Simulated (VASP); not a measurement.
A 63-atom supercell of Si (diamond) holds Sn on the Si site with a neighbouring Si vacancy in charge state +1. It is relaxed twice, with the total moment held at 1 and at 3 μB. These are PBE GGA, VASP's PBE PAW potentials (set 64) (plane waves; VASP) values and carry that method's errors. Run with PREC = Normal, LREAL = Auto, ISYM = 0, NELECT = 251.0, EDIFF = 1E-5, 400 eV cut-off, 1×1×1 Γ-centred mesh, Gaussian smearing of 0.050 eV, potentials Si Sn.

The cell is charged, with a uniform compensating background. The supercell is sampled at Γ alone, which is coarse: total energies, pressure and levels can be off, energies of defects by several tenths of an eV.

Task: Which spin state lies lower, and by how much?

Result: The state with 1 μB lies lower, by 0.65 eV.

The cell is a supercell with a defect, built from Si (diamond).
